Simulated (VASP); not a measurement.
Here is the system:

```xyz
4
Lattice="1.5568 -2.6965 0.0000 1.5568 2.6965 0.0000 0.0000 0.0000 4.9836" Properties=species:S:1:pos:R:3 pbc="T T T"
Al     1.5568    -0.8988     2.4920
Al     1.5568     0.8988     0.0001
N      1.5568    -0.8988     4.3954
N      1.5568     0.8988     1.9036
```

Method: PBEsol GGA, VASP's PBE PAW potentials (set 64) (plane waves; VASP). Run with 520 eV cut-off, 10×10×6 Γ-centred mesh, Gaussian smearing of 0.010 eV, potentials Al N.

**Question.** Give the electronic dielectric tensor ε∞ (DFPT, local fields included).

**Answer.** 
```
4.49  0.00  0.00
0.00  4.49  0.00
0.00  0.00  4.72
```

**Question.** Give the Born effective charges.

**Answer.** 
| atom | Z*xx | Z*yy | Z*zz | mean |
|---|---|---|---|---|
| Al1 | 2.51 | 2.51 | 2.68 | 2.57 |
| Al2 | 2.51 | 2.51 | 2.68 | 2.57 |
| N3 | -2.51 | -2.51 | -2.68 | -2.57 |
| N4 | -2.51 | -2.51 | -2.68 | -2.57 |

The compound is AlN in the wurtzite structure. It was relaxed first.
